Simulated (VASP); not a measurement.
VASP input:

INCAR:
```
! general
SYSTEM =PbI2
PREC   =Accurate
ENCUT  =400   ! plane-wave cut-off (eV)
LREAL  =.False.
LASPH  =.True.   ! aspherical one-centre terms

! electronic loop
EDIFF  =1E-6
NELM   =100
ALGO   =Normal
LMAXMIX=4   ! l cut-off of mixed one-centre charges

! smearing
ISMEAR =0
SIGMA  =0.05   ! width (eV)

! functional
GGA    =PS

! ions
IBRION =2   ! conjugate gradients
NSW    =60
ISIF   =3   ! ions, shape and volume
EDIFFG =-0.02   ! ionic stop

! output
LWAVE  =.False.
LCHARG =.False.
```

### POSCAR
```
PbI2
1
    2.2711529570    -3.9337524701     0.0000000000
    2.2711529570     3.9337524701    -0.0000000000
    0.0000000000    -0.0000000000     6.9581603510
Pb I
1 2
Direct
  0.0000000000   1.0000000000   0.0000000000
  0.3333330000   0.6666670000   0.2675031218
  0.6666670000   0.3333330000   0.7324968782
```

### KPOINTS
```
Automatic mesh
0
G
  5 5 3
0 0 0
```

POTCAR, in this order: Pb_d I (PBE.64 set). Program: vasp_std.

**Question.** Translate this PBEsol calculation to Quantum ESPRESSO's pw.x.

**Answer.** One equivalent input (not run):
```
&CONTROL
  calculation = 'vc-relax'
  pseudo_dir = './pseudo'
  outdir = './out'
  tprnfor = .true.
  tstress = .true.
  nstep = 60
  forc_conv_thr = 0.00078
/
&SYSTEM
  ibrav = 0
  nat = 3
  ntyp = 2
  ecutwfc = 70
  occupations = 'smearing'
  smearing = 'gaussian'
  degauss = 0.003675
  input_dft = 'pbesol'
/
&ELECTRONS
  conv_thr = 7.3e-08
  electron_maxstep = 100
/
&IONS
/
&CELL
/
ATOMIC_SPECIES
  Pb 207.200 Pb.upf
  I 126.904 I.upf
CELL_PARAMETERS angstrom
     2.2711530   -3.9337525    0.0000000
     2.2711530    3.9337525   -0.0000000
     0.0000000   -0.0000000    6.9581604
ATOMIC_POSITIONS crystal
  Pb   0.0000000  1.0000000  0.0000000
  I    0.3333330  0.6666670  0.2675031
  I    0.6666670  0.3333330  0.7324969
K_POINTS automatic
  5 5 3 0 0 0
```
Limits of the translation: the potentials are each code's own (VASP's PAW set, PseudoDojo norm-conserving files in pw.x), so ENCUT and ecutwfc are chosen apart and not converted; conv_thr bounds pw.x's estimated SCF error, while EDIFF bounds the energy change between steps; forc_conv_thr acts on force components and is met together with etot_conv_thr.

The compound is PbI2 in the 1T layered structure. This run relaxes it. Symmetry was kept, so distortions that lower it aren't found. The start is the result of an earlier pass.
